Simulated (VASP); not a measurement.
Level of theory: PBEsol GGA, VASP's PBE PAW potentials (set 64) (plane waves; VASP).

VASP ran on this input.

KPOINTS:
```
Regular mesh
0
G
14 14 14
0 0 0
```

**INCAR**
```
! general
SYSTEM   =  HfN
PREC     =  Accurate
ENCUT    =  600   ! plane-wave cut-off (eV)
LREAL    =  .FALSE.   ! projection in real space or not
LASPH    =  .TRUE.   ! aspherical one-centre terms

! electronic loop
EDIFF    =  1E-7   ! SCF stop (eV)
NELM     =  100
ALGO     =  Normal
LMAXMIX  =  6   ! l cut-off of mixed one-centre charges

! smearing
ISMEAR   =  1   ! Methfessel-Paxton
SIGMA    =  0.1   ! width (eV)

! functional
GGA      =  PS   ! PBEsol

! ions
IBRION   =  2   ! conjugate gradients
NSW      =  40   ! most ionic steps
ISIF     =  3   ! ions, shape and volume
EDIFFG   =  -0.01   ! ionic stop
PSTRESS  =  10   ! kbar

! output
LWAVE    =  .FALSE.
LCHARG   =  .FALSE.
```

### POSCAR
```
HfN
1
   -0.0000000000     2.2423181818     2.2423181818
    2.2423181818     0.0000000000     2.2423181818
    2.2423181818     2.2423181818     0.0000000000
Hf N
1 1
Direct
  0.0000000000   0.0000000000   0.0000000000
  0.5000000000   0.5000000000   0.5000000000
```

POTCAR, in this order: Hf_pv N (PBE.64 set). Program: vasp_std.

What VASP printed:

**OSZICAR**
```
       N       E                     dE             d eps       ncg     rms          rms(c)
DAV:   1     0.424560185840E+02    0.42456E+02   -0.90401E+03  2304   0.145E+03
DAV:   2    -0.231149187251E+02   -0.65571E+02   -0.62015E+02  2968   0.285E+02
DAV:   3    -0.256939341492E+02   -0.25790E+01   -0.25425E+01  2997   0.495E+01
DAV:   4    -0.257211852242E+02   -0.27251E-01   -0.27184E-01  2754   0.465E+00
DAV:   5    -0.257217615700E+02   -0.57635E-03   -0.57567E-03  2992   0.505E-01    0.527E+01
DAV:   6    -0.230805540457E+02    0.26412E+01   -0.13738E+01  2741   0.276E+01    0.426E+01
DAV:   7    -0.230145852431E+02    0.65969E-01   -0.67802E-01  2606   0.753E+00    0.260E+01
DAV:   8    -0.229999563480E+02    0.14629E-01   -0.10552E-01  2701   0.321E+00    0.549E+00
DAV:   9    -0.229914863009E+02    0.84700E-02   -0.47299E-02  2699   0.160E+00    0.173E+00
DAV:  10    -0.229910029722E+02    0.48333E-03   -0.21092E-03  2718   0.425E-01    0.271E-01
DAV:  11    -0.229910057675E+02   -0.27952E-05   -0.18817E-04  2877   0.129E-01    0.370E-02
DAV:  12    -0.229910031342E+02    0.26333E-05   -0.12465E-05  2736   0.349E-02    0.355E-02
DAV:  13    -0.229910028752E+02    0.25900E-06   -0.62619E-07  2663   0.903E-03    0.106E-03
DAV:  14    -0.229910028850E+02   -0.97937E-08   -0.10584E-08  1507   0.125E-03
   1 F= -.22850265E+02 E0= -.22850075E+02  d E =-.228503E+02
```

**OUTCAR**
```
------------------------ aborting loop because EDIFF is reached ----------------------------------------
  FORCE on cell =-STRESS in cart. coord.  units (eV):
  Direction    XX          YY          ZZ          XY          YZ          ZX
  --------------------------------------------------------------------------------------
  Total        0.1418913      0.1418913      0.1418913      0.0000000      0.0000000     -0.0000000
  in kB       10.0819510     10.0819510     10.0819510      0.0000000      0.0000000     -0.0000000
  external PRESSURE =       0.0819510 kB  Pullay stress =      10.0000000 kB
  volume of cell :       22.55
      direct lattice vectors                 reciprocal lattice vectors
     0.000000000  2.242318182  2.242318182    -0.222983519  0.222983519  0.222983519
     2.242318182  0.000000000  2.242318182     0.222983519 -0.222983519  0.222983519
     2.242318182  2.242318182  0.000000000     0.222983519  0.222983519 -0.222983519
 POSITION                                       TOTAL-FORCE (eV/Angst)
 -----------------------------------------------------------------------------------
      0.00000      0.00000      0.00000        -0.000000     -0.000000     -0.000000
      2.24232      2.24232      2.24232         0.000000      0.000000      0.000000
 -----------------------------------------------------------------------------------
    total drift:                                0.000000      0.000000      0.000000
  FREE ENERGIE OF THE ION-ELECTRON SYSTEM (eV)
  ---------------------------------------------------
  free  energy   TOTEN  =       -22.9910028850 eV

  energy  without entropy=      -22.9904338424  energy(sigma->0) =      -22.99081320
  enthalpy is  TOTEN    =       -22.8502649649 eV   P V=        0.1407379201

 reached required accuracy - stopping structural energy minimisation
```
(Selected blocks of OUTCAR.)

The compound is HfN in the rock salt structure. It was relaxed first under an external pressure of 1 GPa. The electron count is odd and the run is not spin-polarised, which forces a metal.
